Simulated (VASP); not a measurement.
Crystal: Sn2C.

```
Sn C
1.0
     3.92248    0.00000    0.00000
    -1.96124    3.39697    0.00000
     0.00000    0.00000    5.39568
Sn C
2 1
Direct
  0.33333 0.66667 0.25832
  0.66667 0.33333 0.74168
  0.00000 0.00000 0.00000
```

The cell was built by a generator and needn't be a form met in nature.

| Property | Result |
| --- | --- |
| Program | VASP 6.6.1 |
| Task | relaxation of cell and atoms |
| Functional | PBE |
| Potentials or basis | VASP PAW PBE potentials, release 64 (Sn_d, C) |
| Cutoff | 520 eV |
| k mesh | 6 × 6 × 4 |
| Occupations | gaussian, width 0.15 eV |
| Spin | no spin polarisation |

At the start: pressure -10.8 GPa; volume 23.97 Å³/atom.

Task: Where does the relaxation end?

Result: Over 15 steps the energy falls by 238.3 meV/atom and the volume is 19.61 Å³/atom (-18.2 %); space group P-3m1 (No. 164, to 0.05 Å).

Step by step:
| step | energy change (eV) | largest force (eV/Å) | pressure (GPa) | volume (Å³) |
| --- | --- | --- | --- | --- |
| 1 | 0.0000 | 1.1373 | -10.76 | 71.90 |
| 2 | -0.5750 | 0.7483 | 2.48 | 56.41 |
| 3 | -0.6049 | 0.2887 | -1.23 | 58.35 |
| 4 | -0.6005 | 0.4756 | 1.69 | 57.78 |
| 5 | -0.6032 | 0.3387 | 0.79 | 58.10 |
| 6 | -0.6483 | 0.1667 | 0.87 | 57.44 |
| 7 | -0.6818 | 0.4156 | 2.41 | 55.97 |
| 8 | -0.6815 | 0.0014 | 1.60 | 56.63 |
| 9 | -0.6863 | 0.1850 | 1.68 | 56.36 |
| 10 | -0.6865 | 0.2670 | 1.79 | 56.26 |
| 11 | -0.7002 | 0.4194 | -0.57 | 58.26 |
| 12 | -0.7006 | 0.4929 | -0.47 | 58.03 |
| 13 | -0.7137 | 0.0806 | -0.80 | 58.62 |
| 14 | -0.7144 | 0.0546 | -0.45 | 58.69 |
| 15 | -0.7150 | 0.0211 | -0.36 | 58.84 |

Final structure:
```yaml
crystal:
  lattice:
    - [3.49568, 0.00000, 0.00000]
    - [-1.74784, 3.02734, 0.00000]
    - [0.00000, 0.00000, 5.55994]
  atoms:
    - { symbol: Sn, position: [0.33333, 0.66667, 0.24533] }
    - { symbol: Sn, position: [0.66667, 0.33333, 0.75467] }
    - { symbol: C, position: [0.00000, 0.00000, 0.00000] }
```

Caveat: the volume moved by over 15 % at a fixed basis, so the end points are rough.
